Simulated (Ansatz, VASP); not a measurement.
# Cross-check of TiSe2 (1T-TiSe2 5 layers, AA) between VASP and Ansatz, part 2 of 2

One calculation is typed for both programs; each brings its own data sets. How far apart do they land? The structure shown is the start of the Ansatz relaxation below; VASP solves that cell, so the two are compared at the walk's first step.

VASP 6.6.1 and Ansatz 0.2.0.

So far: The starting structure; Ansatz: relaxation, PBE with D3(BJ).

## 3. VASP: single point, PBE with D3(BJ), start cell

Level of this step: PBE with D3(BJ), no spin polarisation; plane waves and PAW (Se, Ti_sv) (VASP).

The same cell, functional, mesh and smearing now go to VASP, with its own data sets.

Lines of VASP's logs that name or quote its potential files are left out, and so is its time.

The input, INCAR:

```
SYSTEM = TiSe2
PREC = Accurate
ENCUT = 400
EDIFF = 1E-06
NELM = 120
ISMEAR = -1
SIGMA = 0.05
LREAL = .FALSE.
ALGO = Normal
GGA = PE
IVDW = 12
NBANDS = 75
LASPH = .TRUE.
LORBIT = 11
LWAVE = .FALSE.
LCHARG = .FALSE.
ISIF = 2
LDIPOL = .TRUE.
IDIPOL = 3
DIPOL = 0.5 0.5 0.5
LVHAR = .TRUE.
GGA_COMPAT = .FALSE.
NELMDL = -8
KPAR = 4
```

The input, POSCAR:

```
TiSe2
1.0
    3.5400000000      0.0000000000      0.0000000000
   -1.7700000000      3.0657300000      0.0000000000
    0.0000000000      0.0000000000     89.8246880000
Se Ti
10 5
Direct
    0.6666666667      0.3333333333      0.3362104637
    0.3333333333      0.6666666667      0.3741169466
    0.6666666667      0.3333333333      0.4086286167
    0.3333333333      0.6666666667      0.4465350884
    0.6666666667      0.3333333333      0.4810467585
    0.3333333333      0.6666666667      0.5189532415
    0.6666666667      0.3333333333      0.5534649116
    0.3333333333      0.6666666667      0.5913713833
    0.6666666667      0.3333333333      0.6258830534
    0.3333333333      0.6666666667      0.6637895363
    0.0000000000      0.0000000000      0.3551637051
    0.0000000000      0.0000000000      0.4275818470
    0.0000000000      0.0000000000      0.5000000000
    0.0000000000      0.0000000000      0.5724181530
    0.0000000000      0.0000000000      0.6448362949
```

The input, KPOINTS:

```
Automatic mesh
0
Gamma
12 12 1
0 0 0
```

PAW data sets: Se and Ti_sv (PBE family, release 64).

The run is started by

```sh
$ mpirun -np 4 vasp_std
```

Numbers of over 12 decimals in the logs are rounded to 6 here.

Log:

```text
[banner, memory and clock lines left out]
running    4 mpi-ranks, on    1 nodes
 distrk:  each k-point on    1 cores,    4 groups
 distr:  one band on    1 cores,    1 groups

 POSCAR found type information on POSCAR SeTi
 POSCAR found :  2 types and      15 ions
 LDA part: xc-table for (Slater+PW92), standard interpolation
|                                                                             |
|           W    W    AA    RRRRR   N    N  II  N    N   GGGG   !!!           |
|           W    W   A  A   R    R  NN   N  II  NN   N  G    G  !!!           |
|           W    W  A    A  R    R  N N  N  II  N N  N  G       !!!           |
|           W WW W  AAAAAA  RRRRR   N  N N  II  N  N N  G  GGG   !            |
|           WW  WW  A    A  R   R   N   NN  II  N   NN  G    G                |
|           W    W  A    A  R    R  N    N  II  N    N   GGGG   !!!           |
|                                                                             |
|     One of the lattice vectors is very long (>50 A), but AMIN is rather     |
|     large. This can spoil convergence since charge sloshing might occur     |
|     along the long lattice vector. If problems with convergence are         |
|     observed, try to decrease AMIN to a smaller value (e.g. 0.01).          |
|     Note: This warning only applies if the self-consistency cycle is        |
|     used.                                                                   |
|                                                                             |

 POSCAR, INCAR and KPOINTS ok, starting setup
 FFT: planning ... GRIDC
 FFT: planning ... GRID_SOFT
 FFT: planning ... GRID
 WAVECAR not read
 entering main loop
       N       E                     dE             d eps       ncg     rms          rms(c)
DAV:   1     0.104605009076E+04    0.10461E+04   -0.47625E+04  3418   0.109E+03
DAV:   2     0.541346999260E+02   -0.99192E+03   -0.96870E+03  3641   0.326E+02
DAV:   3    -0.882255957493E+02   -0.14236E+03   -0.14007E+03  3704   0.115E+02
DAV:   4    -0.105727357432E+03   -0.17502E+02   -0.17467E+02  4654   0.371E+01
DAV:   5    -0.107225732932E+03   -0.14984E+01   -0.14981E+01  4148   0.856E+00
DAV:   6    -0.107269115768E+03   -0.43383E-01   -0.43381E-01  4331   0.195E+00
DAV:   7    -0.107271505860E+03   -0.23901E-02   -0.23901E-02  4281   0.333E-01
DAV:   8    -0.107271541427E+03   -0.35567E-04   -0.35566E-04  4195   0.545E-02    0.263E+01
DAV:   9    -0.103834748406E+03    0.34368E+01   -0.24944E+02  3864   0.530E+01    0.349E+01
DAV:  10    -0.936280060796E+02    0.10207E+02   -0.20423E+02  3755   0.506E+01    0.130E+01
DAV:  11    -0.915715021612E+02    0.20565E+01   -0.20606E+01  3621   0.176E+01    0.792E+00
DAV:  12    -0.104559820700E+03   -0.12988E+02   -0.82322E+01  4450   0.200E+01    0.318E+01
DAV:  13    -0.910706742818E+02    0.13489E+02   -0.14202E+02  4703   0.158E+01    0.888E+00
DAV:  14    -0.901945743785E+02    0.87610E+00   -0.75429E+00  4028   0.748E+00    0.302E+00
[...]
DAV:  35    -0.899169991428E+02   -0.83991E-05   -0.46979E-07  1591   0.228E-03    0.812E-03
DAV:  36    -0.899170056082E+02   -0.64654E-05   -0.11532E-06  1446   0.478E-03    0.580E-03
DAV:  37    -0.899170117523E+02   -0.61440E-05   -0.21006E-06  2043   0.445E-03    0.326E-03
DAV:  38    -0.899170145563E+02   -0.28040E-05   -0.76319E-07  1437   0.263E-03    0.230E-03
DAV:  39    -0.899170202247E+02   -0.56685E-05   -0.57586E-07  1559   0.272E-03    0.139E-03
DAV:  40    -0.899170240132E+02   -0.37884E-05   -0.70428E-07  1503   0.286E-03    0.949E-04
DAV:  41    -0.899170267738E+02   -0.27606E-05   -0.93687E-07  1643   0.319E-03    0.158E-03
DAV:  42    -0.899170268373E+02   -0.63492E-07   -0.38596E-07  1428   0.215E-03
   1 F= -.95464683E+02 E0= -.95446508E+02  d E =-.363490E-01
```

From OUTCAR (step 3):

```text
ion  position               nearest neighbor table
   1  0.667  0.333  0.336-  11 2.66  11 2.66  11 2.66
   2  0.333  0.667  0.374-  11 2.66  11 2.66  11 2.66
   3  0.667  0.333  0.409-  12 2.66  12 2.66  12 2.66
   4  0.333  0.667  0.447-  12 2.66  12 2.66  12 2.66
   5  0.667  0.333  0.481-  13 2.66  13 2.66  13 2.66
   6  0.333  0.667  0.519-  13 2.66  13 2.66  13 2.66
   7  0.667  0.333  0.553-  14 2.66  14 2.66  14 2.66
   8  0.333  0.667  0.591-  14 2.66  14 2.66  14 2.66
   9  0.667  0.333  0.626-  15 2.66  15 2.66  15 2.66
  10  0.333  0.667  0.664-  15 2.66  15 2.66  15 2.66
  11  0.000  0.000  0.355-   1 2.66   1 2.66   2 2.66   2 2.66   1 2.66   2 2.66
  12  0.000  0.000  0.428-   3 2.66   3 2.66   3 2.66   4 2.66   4 2.66   4 2.66
  13  0.000  0.000  0.500-   5 2.66   6 2.66   5 2.66   6 2.66   5 2.66   6 2.66
  14  0.000  0.000  0.572-   8 2.66   8 2.66   8 2.66   7 2.66   7 2.66   7 2.66
  15  0.000  0.000  0.645-  10 2.66  10 2.66   9 2.66   9 2.66  10 2.66   9 2.66

  LATTYP: Found a hexagonal cell.
 ALAT       =     3.5400000000
 C/A-ratio  =    25.3742056497

 Subroutine GETGRP returns: Found 12 space group operations
 (whereof 12 operations were pure point group operations)

The static configuration has the point symmetry D_3d.

 Found     19 irreducible k-points:

   k-points           NKPTS =     19   k-points in BZ     NKDIM =     19   number of bands    NBANDS=     75

   dimension x,y,z NGX =    24 NGY =   24 NGZ =  588
   dimension x,y,z NGXF=    48 NGYF=   48 NGZF= 1176

   ENCUT  =  400.0 eV  29.40 Ry    5.42 a.u.   5.77  5.77146.48*2*pi/ulx,y,z

   NELECT =     120.0000    total number of electrons

 k-points in reciprocal lattice and weights: Automatic mesh
   0.00000000  0.00000000  0.00000000       0.007
   0.08333333  0.00000000  0.00000000       0.042
   0.16666667  0.00000000  0.00000000       0.042
   0.25000000  0.00000000  0.00000000       0.042
   0.33333333  0.00000000  0.00000000       0.042
   0.41666667  0.00000000  0.00000000       0.042
   0.50000000  0.00000000  0.00000000       0.021
   0.08333333  0.08333333  0.00000000       0.042
   0.16666667  0.08333333  0.00000000       0.083
[...]
0.33333333  0.25000000  0.00000000       0.083
   0.33333333  0.33333333  0.00000000       0.014

 dipolmoment           0.000000      0.000000     -0.000000 electrons x Angstroem

 average (electrostatic) potential at core
       1 -59.8718       2 -59.9310       3 -59.9318       4 -59.9326       5 -59.9317
       6 -59.9317       7 -59.9326       8 -59.9318       9 -59.9310      10 -59.8718
      11 -83.8150      12 -83.8124      13 -83.8114      14 -83.8124      15 -83.8150

 E-fermi :  -1.9885

 k-point     1 :       0.0000    0.0000    0.0000
  band No.  band energies     occupation
    ...
     46      -3.5391      2.00000
     47      -3.5391      2.00000
     48      -3.4961      2.00000
     49      -2.9726      2.00000
     50      -2.5325      1.99996
     51      -1.5462      0.00029
     52      -1.4442      0.00004
     53      -1.4442      0.00004
     54      -1.4076      0.00002
     55      -1.4076      0.00002
    ...

 k-point     2 :       0.0833    0.0000    0.0000
  band No.  band energies     occupation
    ...
     51      -2.2717      1.99308
     52      -2.2354      1.98576
     53      -2.1905      1.96537
     54      -2.1561      1.93235
     55      -2.1387      1.90544
     56      -1.8999      0.29070
     57      -1.8725      0.17903
     58      -1.8388      0.09542
     59      -1.8120      0.05695
     60      -1.7982      0.04345
    ...

 k-point     3 :       0.1667    0.0000    0.0000
  band No.  band energies     occupation
    ...
     56      -2.3347      1.99803
     57      -2.2995      1.99603
     58      -2.2563      1.99059
     59      -2.2209      1.98100
     60      -2.2010      1.97184
     61      -1.6008      0.00086
     62      -1.5476      0.00030
     63      -1.4979      0.00011
     64      -1.4682      0.00006
     65      -1.4536      0.00005
    ...

 Edisp (eV)   -5.54766

  Total     -15.10342   -15.10342   -27.91004     0.00000    -0.00000     0.00000
  in kB     -24.82293   -24.82293   -45.87099     0.00000    -0.00000     0.00000
  external pressure =      -31.84 kB  Pullay stress =        0.00 kB

  energy-cutoff  :      400.00
  volume of cell :      974.84
      direct lattice vectors                 reciprocal lattice vectors
     3.540000000  0.000000000  0.000000000     0.282485876  0.163093293  0.000000000
    -1.770000000  3.065730000  0.000000000     0.000000000  0.326186585  0.000000000
     0.000000000  0.000000000 89.824688000     0.000000000  0.000000000  0.011132797

 POSITION                                       TOTAL-FORCE (eV/Angst)
 -----------------------------------------------------------------------------------
      1.77000      1.02191     30.20000         0.000000      0.000000      1.460534
     -0.00000      2.04382     33.60494        -0.000000     -0.000000     -1.424969
      1.77000      1.02191     36.70494        -0.000000      0.000000      1.414829
     -0.00000      2.04382     40.10987        -0.000000      0.000000     -1.416373
      1.77000      1.02191     43.20987        -0.000000      0.000000      1.414474
     -0.00000      2.04382     46.61481         0.000000      0.000000     -1.414474
      1.77000      1.02191     49.71481         0.000000     -0.000000      1.416373
     -0.00000      2.04382     53.11975        -0.000000     -0.000000     -1.414829
      1.77000      1.02191     56.21975         0.000000      0.000000      1.424969
     -0.00000      2.04382     59.62469        -0.000000     -0.000000     -1.460534
      0.00000      0.00000     31.90247        -0.000000      0.000000      0.087030
      0.00000      0.00000     38.40741         0.000000      0.000000      0.005514
      0.00000      0.00000     44.91234         0.000000      0.000000      0.000000
      0.00000      0.00000     51.41728         0.000000      0.000000     -0.005514
      0.00000      0.00000     57.92222         0.000000      0.000000     -0.087030
 -----------------------------------------------------------------------------------
    total drift:                                0.000000      0.000000      0.000000

  FREE ENERGIE OF THE ION-ELECTRON SYSTEM (eV)
  ---------------------------------------------------
  free  energy   TOTEN  =       -95.4646828741 eV

  energy  without entropy=      -95.4283339189  energy(sigma->0) =      -95.44650840

 vacuum level on the upper side and lower side of the slab         3.381         3.381

 total charge
# of ion       s       p       d       tot
------------------------------------------
    1        1.477   2.293   0.027   3.797
    2        1.478   2.290   0.029   3.797
    3        1.478   2.290   0.029   3.797
    4        1.479   2.289   0.029   3.797
    5        1.479   2.290   0.029   3.797
    6        1.479   2.290   0.029   3.797
    7        1.479   2.289   0.029   3.797
    8        1.478   2.290   0.029   3.797
    9        1.478   2.290   0.029   3.797
   10        1.477   2.293   0.027   3.797
   11        2.162   6.123   1.757  10.042
   12        2.162   6.122   1.761  10.044
   13        2.162   6.122   1.761  10.044
   14        2.162   6.122   1.761  10.044
   15        2.162   6.123   1.757  10.042
--------------------------------------------------
tot         25.591  53.515   9.079  88.186

[... 3 further parts left out ...]
```

This run has no spin polarisation, so a moment on Ti, if there is one, isn't seen.

## 4. Comparison

Known differences besides the potentials themselves: Ansatz cuts the interaction across the vacuum, VASP repeats the sheet with a dipole correction; the data sets hold 220 valence electrons in Ansatz (on its default PAW (the set named soft_2) files) and 120 in VASP; the cutoff is 420 eV in Ansatz and 400 eV in VASP. Total energies have different zeros and are not compared.

Forces on 9 of the 15 atoms, those with the largest forces and the largest differences (eV/Å; atoms numbered as in POSCAR):

```tsv
atom	Ansatz x, y, z	VASP x, y, z
Se1	0.000, 0.000, 1.477	0.000, 0.000, 1.461
Se2	0.000, 0.000, -1.442	0.000, 0.000, -1.425
Se3	0.000, 0.000, 1.432	0.000, 0.000, 1.415
Se4	0.000, 0.000, -1.433	0.000, 0.000, -1.416
Se5	0.000, 0.000, 1.432	0.000, 0.000, 1.414
Se6	0.000, 0.000, -1.432	0.000, 0.000, -1.414
Se7	0.000, 0.000, 1.433	0.000, 0.000, 1.416
Se9	0.000, 0.000, 1.442	0.000, 0.000, 1.425
Se10	0.000, 0.000, -1.477	0.000, 0.000, -1.461
```

The forces differ by 8.0 meV/Å r.m.s., which is 1.2 % of the r.m.s. force of 0.673 eV/Å (both taken over all components). With vacuum in the cell, a pressure given here is an average over mostly empty space and none of the material.

## 5. Results

| Quantity | Value |
| --- | --- |
| r.m.s. force difference (single point, PBE with D3(BJ), start cell) | 1.2 % of the r.m.s. force |

The r.m.s. force difference is 1.2 % of the r.m.s. force (single point, PBE with D3(BJ), start cell), within the 3 % picked in this series as the mark of a large difference. The data sets hold unlike numbers of valence electrons (220 in Ansatz and 120 in VASP), so part of the differences comes from the potentials. 1 further run of this series is not shown here. How closely two codes agree says nothing of how well the functional describes the real material.

[Lines on the potential files, build, host, timing and source positions are cut from VASP's logs without a mark.]

[Logs are printed without paths, hosts, clocks, repeated set-up lines and the standing remarks that a program may print on its own settings, such as how far it seeks lower states.]

[Hosts, paths, dates, database ids (printed as entryN), source tags and the programs' standing remarks are cut or masked in the printed files.]
